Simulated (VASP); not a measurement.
These are PBE GGA, VASP's PBE PAW potentials (set 64) (plane waves; VASP) values and carry that method's errors.

A VASP calculation is set up with these files.

**KPOINTS**
```
Automatic mesh
0
Gamma
7 7 5
0 0 0
```

POSCAR:
```
Cl
1.0
  1.5200000000  -4.8064230000   0.0000000000
  1.5200000000   4.8064230000   0.0000000000
  0.0000000000   0.0000000000   4.0149550000
Cl
4
direct
  0.3983200000   0.6016800000   0.5805600000
  0.6016800000   0.3983200000   0.4194400000
  0.8983200000   0.1016800000   0.9194400000
  0.1016800000   0.8983200000   0.0805600000
```

INCAR:
```
SYSTEM=Cl
PREC=Accurate; ENCUT=400; LREAL=.FALSE.
LASPH=.TRUE.
EDIFF=1E-6; NELM=100; ALGO=Normal
ISMEAR=2; SIGMA=0.2
GGA=PE
ISIF=2
LWAVE=.FALSE.; LCHARG=.FALSE.
```

POTCAR, in this order: Cl (PBE.64 set). Program: vasp_std.

What VASP printed:

File OUTCAR:
```
 ion  position               nearest neighbor table
   1  0.398  0.602  0.581-   3 2.04   3 2.04   2 2.06
   2  0.602  0.398  0.419-   4 2.04   4 2.04   1 2.06
   3  0.898  0.102  0.919-   1 2.04   1 2.04   4 2.06
   4  0.102  0.898  0.081-   2 2.04   2 2.04   3 2.06
  LATTYP: Found a base centered orthorhombic cell.
 ALAT       =     3.0400000000
 B/A-ratio  =     3.1621203947
 C/A-ratio  =     1.3207088816
 Subroutine PRICEL returns:
 Original cell was already a primitive cell.
 Subroutine GETGRP returns: Found  8 space group operations
The static configuration has the point symmetry C_2h.
 The point group associated with its full space group is D_2h.
The dynamic configuration has the point symmetry C_2h.
 Subroutine INISYM returns: Found  8 space group operations
 Subroutine IBZKPT returns following result:
 Found     48 irreducible k-points:

 Following reciprocal coordinates:
            Coordinates               Weight
  0.000000  0.000000  0.000000      1.000000
  0.142857 -0.000000  0.000000      4.000000
  0.285714 -0.000000  0.000000      4.000000
  0.428571 -0.000000  0.000000      4.000000
...
```

File OSZICAR:
```
       N       E                     dE             d eps       ncg     rms          rms(c)
DAV:   1     0.171725808502E+03    0.17173E+03   -0.12355E+04  1728   0.116E+03
DAV:   2     0.133406485127E+02   -0.15839E+03   -0.15596E+03  2528   0.238E+02
DAV:   3     0.553419057278E+01   -0.78065E+01   -0.76159E+01  2092   0.609E+01
DAV:   4     0.539675457281E+01   -0.13744E+00   -0.13722E+00  2266   0.840E+00
DAV:   5     0.539488405860E+01   -0.18705E-02   -0.18698E-02  2066   0.978E-01    0.607E+01
DAV:   6     0.542568393432E+01    0.30800E-01   -0.40447E-02  1996   0.126E+00    0.361E+01
DAV:   7     0.542979870488E+01    0.41148E-02   -0.56740E-02  1980   0.153E+00    0.493E-01
DAV:   8     0.543041147176E+01    0.61277E-03   -0.34271E-03  1916   0.416E-01    0.149E-01
DAV:   9     0.543041844698E+01    0.69752E-05   -0.23115E-04  2202   0.101E-01    0.617E-02
DAV:  10     0.543040890117E+01   -0.95458E-05   -0.16090E-05  2046   0.302E-02    0.263E-02
DAV:  11     0.543040666359E+01   -0.22376E-05   -0.34438E-06  1652   0.145E-02    0.859E-03
DAV:  12     0.543040600935E+01   -0.65423E-06   -0.50376E-07  1102   0.591E-03
   1 F= 0.54304060E+01 E0= 0.54295979E+01  d E =0.323225E-02
```

File OUTCAR:
```
------------------------ aborting loop because EDIFF is reached ----------------------------------------
  FORCE on cell =-STRESS in cart. coord.  units (eV):
  Direction    XX          YY          ZZ          XY          YZ          ZX
  --------------------------------------------------------------------------------------
  Total       33.4868845     22.3397182     28.2925790      0.0000000      0.0000000      0.0000000
  in kB      914.5534069    610.1154420    772.6927999      0.0000000      0.0000000      0.0000000
  external PRESSURE =     765.7872163 kB  Pullay stress =       0.0000000 kB
  volume of cell :       58.66
      direct lattice vectors                 reciprocal lattice vectors
     1.520000000 -4.806423000  0.000000000     0.328947368 -0.104027465  0.000000000
     1.520000000  4.806423000  0.000000000     0.328947368  0.104027465  0.000000000
     0.000000000  0.000000000  4.014955000     0.000000000  0.000000000  0.249068794
 POSITION                                       TOTAL-FORCE (eV/Angst)
 -----------------------------------------------------------------------------------
      1.52000      0.97743      2.33092         0.000000      4.825279     -5.859226
      1.52000     -0.97743      1.68403         0.000000     -4.825279      5.859226
      1.52000     -3.82899      3.69151         0.000000      4.825279      5.859226
      1.52000      3.82899      0.32344         0.000000     -4.825279     -5.859226
 -----------------------------------------------------------------------------------
    total drift:                                0.000000     -0.000000     -0.000000
  FREE ENERGIE OF THE ION-ELECTRON SYSTEM (eV)
  ---------------------------------------------------
  free  energy   TOTEN  =         5.4304060094 eV

  energy  without entropy=        5.4271737544  energy(sigma->0) =        5.42959795
```
(Selected blocks of OUTCAR.)

The structure was generated: Cl was put into the black-P type (Cmce), which need not be its known phase. The cell was not relaxed at this level. The k-mesh is coarse (spacing up to 0.31 per Å, 2π included), so the numbers may not be converged in it. The run is one of a series of settings (ISMEAR = 2, SIGMA = 0.2 against the base run), some of them coarse on purpose.
